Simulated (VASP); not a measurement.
BiB2Sb:

```
Sb B Bi
1.0
     3.79320    0.00000    0.00000
     0.00000    3.79320    0.00000
     0.00000    0.00000    5.36456
Sb B Bi
1 2 1
Direct
  0.00000 0.00000 0.00000
  0.00000 0.50000 0.76182
  0.50000 0.00000 0.23818
  0.50000 0.50000 0.50000
```

The cell was built by a generator and needn't be a form met in nature.

Base run:

| Quantity | Value |
| --- | --- |
| Program | VASP 6.6.1 |
| Functional | PBEsol |
| Potentials or basis | VASP PAW PBE potentials, release 64 (Sb, B, Bi_d) |
| Cutoff | 520 eV |
| k mesh | 4 × 4 × 4 |
| Occupations | gaussian, width 0.01 eV |
| Spin | no spin polarisation |

Its results: band gap on the k mesh 0.55 eV, indirect (least direct gap 0.78 eV); pressure -1.3 GPa.

Q: The run is repeated on the same cell with these changes: functional from PBEsol to HSE06; k mesh from 4 × 4 × 4 to 4 × 4 × 2. What comes out?

A: Band gap on the k mesh 1.21 eV, indirect (least direct gap 1.33 eV); pressure -1.9 GPa.

Several settings changed at once, so the effect can't be laid on one alone.

Caveats: some runs use coarse meshes; the PAW data sets were made with another functional, which shifts forces and pressure a little; spin-orbit coupling is left out, which as a rule narrows the gap of such compounds by several tenths of an eV.

A k mesh can miss the band edges.
